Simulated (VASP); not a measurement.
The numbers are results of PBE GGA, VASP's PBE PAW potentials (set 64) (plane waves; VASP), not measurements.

Input for VASP

### INCAR
```
# general
SYSTEM  = CuI
PREC    = Accurate
ENCUT   = 500   # plane-wave cut-off (eV)
LREAL   = .FALSE.
LASPH   = .TRUE.

# electronic loop
EDIFF   = 1E-6   # SCF stop (eV)
NELM    = 100
ALGO    = Normal   # blocked Davidson
LMAXMIX = 4

# smearing
ISMEAR  = 0   # Gaussian
SIGMA   = 0.05

# functional
GGA     = PE

# ions
IBRION  = 2   # conjugate gradients
NSW     = 40   # most ionic steps
ISIF    = 3   # ions, shape and volume
EDIFFG  = -0.02   # ionic stop

# output
LWAVE   = .FALSE.
LCHARG  = .FALSE.
```

**KPOINTS**
```
K-points
0
gamma
  8 8 8
0 0 0
```

POSCAR:
```
CuI
1.0
  0.0000000000   3.0392439664   3.0392439664
  3.0392439664   0.0000000000   3.0392439664
  3.0392439664   3.0392439664   0.0000000000
Cu I
1 1
Direct
  1.0000000000   1.0000000000   0.0000000000
  0.2500000000   0.2500000000   0.2500000000
```

POTCAR, in this order: Cu I (PBE.64 set). Program: vasp_std.

The run wrote:

File OSZICAR:
```
       N       E                     dE             d eps       ncg     rms          rms(c)
DAV:   1     0.105877182148E+03    0.10588E+03   -0.78481E+03   754   0.141E+03
DAV:   2     0.203200139330E+01   -0.10385E+03   -0.97894E+02   764   0.263E+02
DAV:   3    -0.550949447411E+01   -0.75415E+01   -0.74358E+01  1042   0.829E+01
DAV:   4    -0.576553550119E+01   -0.25604E+00   -0.25579E+00   892   0.135E+01
DAV:   5    -0.577521706626E+01   -0.96816E-02   -0.96813E-02  1098   0.276E+00    0.519E+00
DAV:   6    -0.569989604600E+01    0.75321E-01   -0.34232E+00   803   0.527E+01    0.337E+00
DAV:   7    -0.556243934296E+01    0.13746E+00   -0.77054E-01   809   0.313E+01    0.169E+00
DAV:   8    -0.556517765131E+01   -0.27383E-02   -0.48489E-02  1096   0.373E+00    0.473E-01
DAV:   9    -0.556219334356E+01    0.29843E-02   -0.14939E-02   957   0.382E+00    0.143E-01
DAV:  10    -0.556235843752E+01   -0.16509E-03   -0.69681E-04   914   0.250E-01    0.631E-02
DAV:  11    -0.556239612519E+01   -0.37688E-04   -0.39139E-04   934   0.601E-01    0.322E-02
DAV:  12    -0.556239356993E+01    0.25553E-05   -0.33819E-05  1191   0.118E-01    0.274E-02
DAV:  13    -0.556239210412E+01    0.14658E-05   -0.16198E-06   709   0.367E-02    0.161E-02
DAV:  14    -0.556239180264E+01    0.30149E-06   -0.10610E-05  1143   0.850E-02    0.489E-03
DAV:  15    -0.556239191859E+01   -0.11596E-06   -0.98657E-07   460   0.812E-03
   1 F= -.55623919E+01 E0= -.55623919E+01  d E =-.556239E+01
```

**OUTCAR**
```
------------------------ aborting loop because EDIFF is reached ----------------------------------------
  FORCE on cell =-STRESS in cart. coord.  units (eV):
  Direction    XX          YY          ZZ          XY          YZ          ZX
  --------------------------------------------------------------------------------------
  Total        0.0000772      0.0000772      0.0000772      0.0000000     -0.0000000     -0.0000000
  in kB        0.0022039      0.0022039      0.0022039      0.0000000     -0.0000000     -0.0000000
  external PRESSURE =       0.0022039 kB  Pullay stress =       0.0000000 kB
  volume of cell :       56.15
      direct lattice vectors                 reciprocal lattice vectors
     0.000000000  3.039243966  3.039243966    -0.164514598  0.164514598  0.164514598
     3.039243966  0.000000000  3.039243966     0.164514598 -0.164514598  0.164514598
     3.039243966  3.039243966  0.000000000     0.164514598  0.164514598 -0.164514598
  FREE ENERGIE OF THE ION-ELECTRON SYSTEM (eV)
  ---------------------------------------------------
  free  energy   TOTEN  =        -5.5623919186 eV

  energy  without entropy=       -5.5623919186  energy(sigma->0) =       -5.56239192

 reached required accuracy - stopping structural energy minimisation
```
(Selected blocks of OUTCAR.)

The compound is CuI in the zinc blende structure. It was relaxed first.
